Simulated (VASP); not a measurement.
Method: PBEsol GGA, VASP's PBE PAW potentials (set 64) (plane waves; VASP 6.6.1).

A VASP calculation is set up with these files.

**KPOINTS**
```
Automatic mesh
0
Gamma
5 5 5
0 0 0
```

### POSCAR
```
Be4Se3Te
1
    5.2549592843     0.0000000000     0.0000000000
    0.0000000000     5.2549592843     0.0000000000
    0.0000000000     0.0000000000     5.2549592843
Be Te Se
4 1 3
Direct
  0.9897859385   0.9897859385   0.9897859385
  0.5102140615   0.5102140615   0.9897859385
  0.5102140615   0.9897859385   0.5102140615
  0.9897859385   0.5102140615   0.5102140615
  0.2500000000   0.2500000000   0.2500000000
  0.7500000000   0.7500000000   0.2500000000
  0.7500000000   0.2500000000   0.7500000000
  0.2500000000   0.7500000000   0.7500000000
```

**INCAR**
```
ALGO=Normal
EDIFF=1E-7
ENCUT=400
GGA=PS
ISIF=2
ISMEAR=-5
LASPH=.TRUE.
LCHARG=.TRUE.
LEFG=.TRUE.
LMAXMIX=4
LORBIT=11
LREAL=.FALSE.
LWAVE=.FALSE.
NEDOS=601
NELM=100
PREC=Accurate
SYSTEM=Be4Se3Te
```

POTCAR, in this order: Be Te Se (PBE.64 set). Program: vasp_std.

Output

### OSZICAR
```
       N       E                     dE             d eps       ncg     rms          rms(c)
DAV:   1     0.118731269615E+03    0.11873E+03   -0.10889E+04   420   0.104E+03
DAV:   2    -0.265660003059E+02   -0.14530E+03   -0.13830E+03   579   0.186E+02
DAV:   3    -0.367066745523E+02   -0.10141E+02   -0.10069E+02   558   0.559E+01
DAV:   4    -0.368782872234E+02   -0.17161E+00   -0.17119E+00   534   0.814E+00
DAV:   5    -0.368815934718E+02   -0.33062E-02   -0.33046E-02   545   0.108E+00    0.722E+00
DAV:   6    -0.364807975720E+02    0.40080E+00   -0.24336E-01   495   0.233E+00    0.447E+00
DAV:   7    -0.363186668143E+02    0.16213E+00   -0.41783E-01   486   0.305E+00    0.445E-01
DAV:   8    -0.363190158525E+02   -0.34904E-03   -0.13333E-02   515   0.667E-01    0.141E-01
DAV:   9    -0.363193860349E+02   -0.37018E-03   -0.13420E-03   490   0.197E-01    0.567E-02
DAV:  10    -0.363194023388E+02   -0.16304E-04   -0.25275E-05   531   0.335E-02    0.479E-02
DAV:  11    -0.363194245327E+02   -0.22194E-04   -0.69976E-05   500   0.426E-02    0.150E-02
DAV:  12    -0.363194267392E+02   -0.22065E-05   -0.94272E-06   510   0.172E-02    0.154E-02
DAV:  13    -0.363194264410E+02    0.29820E-06   -0.18510E-06   510   0.651E-03    0.117E-03
DAV:  14    -0.363194265039E+02   -0.62875E-07   -0.90129E-07   528   0.433E-03
   1 F= -.36319427E+02 E0= -.36319427E+02  d E =0.000000E+00
```

### OUTCAR
```
------------------------ aborting loop because EDIFF is reached ----------------------------------------
  FORCE on cell =-STRESS in cart. coord.  units (eV):
  Direction    XX          YY          ZZ          XY          YZ          ZX
  --------------------------------------------------------------------------------------
  Total        0.1429643      0.1429643      0.1429643     -0.0000000     -0.0000000      0.0000000
  in kB        1.5784472      1.5784472      1.5784472     -0.0000000     -0.0000000      0.0000000
  external PRESSURE =       1.5784472 kB  Pullay stress =       0.0000000 kB
  volume of cell :      145.11
      direct lattice vectors                 reciprocal lattice vectors
     5.254959284  0.000000000  0.000000000     0.190296432  0.000000000  0.000000000
     0.000000000  5.254959284  0.000000000     0.000000000  0.190296432  0.000000000
     0.000000000  0.000000000  5.254959284     0.000000000  0.000000000  0.190296432
 POSITION                                       TOTAL-FORCE (eV/Angst)
 -----------------------------------------------------------------------------------
      5.20128      5.20128      5.20128         0.001502      0.001502      0.001502
      2.68115      2.68115      5.20128        -0.001502     -0.001502      0.001502
      2.68115      5.20128      2.68115        -0.001502      0.001502     -0.001502
      5.20128      2.68115      2.68115         0.001502     -0.001502     -0.001502
      1.31374      1.31374      1.31374         0.000000      0.000000      0.000000
      3.94122      3.94122      1.31374        -0.000000     -0.000000     -0.000000
      3.94122      1.31374      3.94122        -0.000000     -0.000000      0.000000
      1.31374      3.94122      3.94122         0.000000      0.000000      0.000000
 -----------------------------------------------------------------------------------
    total drift:                               -0.000000     -0.000000      0.000000
  FREE ENERGIE OF THE ION-ELECTRON SYSTEM (eV)
  ---------------------------------------------------
  free  energy   TOTEN  =       -36.3194265039 eV

  energy  without entropy=      -36.3194265039  energy(sigma->0) =      -36.31942650

 total charge

# of ion       s       p       d       tot
------------------------------------------
    1        0.376   0.601   0.000   0.977
    2        0.376   0.601   0.000   0.977
    3        0.376   0.601   0.000   0.977
    4        0.376   0.601   0.000   0.977
    5        1.333   2.210   0.036   3.579
    6        1.426   2.493   0.032   3.951
    7        1.426   2.493   0.032   3.951
    8        1.426   2.493   0.032   3.951
--------------------------------------------------
tot          7.113  12.094   0.131  19.338

 Electric field gradients after diagonalization (V/A^2)
 (convention: |V_zz| > |V_xx| > |V_yy|)
----------------------------------------------------------------------
 ion       V_xx      V_yy      V_zz     asymmetry (V_yy - V_xx)/ V_zz
----------------------------------------------------------------------
   1       0.088     0.088    -0.175       0.000
   2       0.088     0.088    -0.175       0.000
   3       0.088     0.088    -0.175       0.000
   4       0.088     0.088    -0.175       0.000
   5      -0.000    -0.000     0.000       0.481
   6     -19.190   -19.190    38.381       0.000
   7     -19.190   -19.190    38.381       0.000
   8     -19.190   -19.190    38.381       0.000
```
(Selected blocks of OUTCAR.)

**OUTCAR**
```
 val. band max:        4.0008756060   @ k =   0.0000   0.0000   0.0000

 cond. band min:       5.8507532738   @ k =   0.0000   0.0000   0.0000


 Fermi energy:         4.0373786402

 k-point     1 :       0.0000    0.0000    0.0000
  band No.  band energies     occupation
      1      -9.7996      2.00000
      2      -8.3563      2.00000
      3      -8.3563      2.00000
      4      -6.3854      2.00000
      5      -1.2750      2.00000
      6      -1.2750      2.00000
      7      -1.2750      2.00000
      8       1.0394      2.00000
      9       1.0394      2.00000
     10       1.0394      2.00000
     11       1.2848      2.00000
     12       1.2848      2.00000
     13       1.2848      2.00000
     14       4.0009      2.00000
     15       4.0009      2.00000
     16       4.0009      2.00000
     17       5.8508      0.00000
     18       6.2335      0.00000
     19       6.2335      0.00000
     20       7.5833      0.00000
     21       7.5833      0.00000

 k-point     2 :       0.2000    0.0000    0.0000
  band No.  band energies     occupation
      1      -9.6851      2.00000
      2      -8.4953      2.00000
      3      -8.3469      2.00000
      4      -6.4647      2.00000
      5      -1.1300      2.00000
      6      -1.1300      2.00000
      7      -0.8502      2.00000
      8       0.8025      2.00000
      9       0.8025      2.00000
     10       0.8213      2.00000
     11       0.9977      2.00000
     12       1.3486      2.00000
     13       1.3486      2.00000
     14       3.2020      2.00000
     15       3.5642      2.00000
     16       3.5642      2.00000
     17       6.3002      0.00000
     18       6.8287      0.00000
     19       6.9641      0.00000
     20       7.8309      0.00000
     21       8.1995      0.00000

 k-point     3 :       0.4000    0.0000    0.0000
  band No.  band energies     occupation
      1      -9.3869      2.00000
      2      -8.8437      2.00000
      3      -8.3316      2.00000
...
```

Unless said otherwise, spin-orbit coupling is left out, though it shifts the bands of the heavy elements here.

The structure was generated: Be4Se3Te was put into an ordered model structure (P-43m), which need not be its known phase. It was relaxed first.
